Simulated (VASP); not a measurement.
A run of VASP 6.6.1 is set up as follows.

File INCAR:

```
SYSTEM = NaTaO2
PREC = Accurate
ENCUT = 520
EDIFF = 1E-6
ISMEAR = 0
SIGMA = 0.05
LREAL = .False.
LASPH = .True.
NELM = 60
ALGO = Normal
ISIF = 2
LWAVE = .False.
LCHARG = .True.
ISPIN = 2
MAGMOM = 0.5 0 0 0
LORBIT = 11
LMAXMIX = 4
LDAU = .True.
LDAUTYPE = 2
LDAUL = -1 2 -1
LDAUU = 0 5 0
LDAUJ = 0 0 0
LDAUPRINT = 1
METAGGA = R2SCAN
LMIXTAU = .True.
LELF = .True.
LVHAR = .True.
NBANDS = 27
```

Contents of KPOINTS:

```
regular mesh
0
Gamma
  7 7 7
  0 0 0
```

File POSCAR:

```
NaTaO2
1.0
    1.5571835500      0.8990403400      5.6531705200
   -1.5571835500      0.8990403400      5.6531705200
    0.0000000000     -1.7980806900      5.6531705200
Na Ta O
1 1 2
Direct
    0.5000000000      0.5000000000      0.5000000000
    0.0000000000      0.0000000000      0.0000000000
    0.2667000000      0.2667000000      0.2667000000
    0.7333000000      0.7333000000      0.7333000000
```

Potentials or basis: VASP PAW PBE potentials, release 64 (Na_pv, Ta_pv, O).

Launch:

```sh
$ cat potpaw_PBE.64/Na_pv/POTCAR potpaw_PBE.64/Ta_pv/POTCAR potpaw_PBE.64/O/POTCAR > POTCAR
$ mpirun -np 1 vasp_std > vasp.out
```

(1) Estimate the site moments.

(2) Predict the net moment.

(3) What does it give for the largest force?

(4) Estimate the band gap on the k mesh.

Results:

(1) Na -0.00; Ta +0.23; O -0.01 μB.

(2) 0.27 μB per cell.

(3) 2.595 eV/Å.

(4) none (metal or under the smearing width).

Caveat: the PAW data sets were made with another functional, which shifts forces and pressure a little.
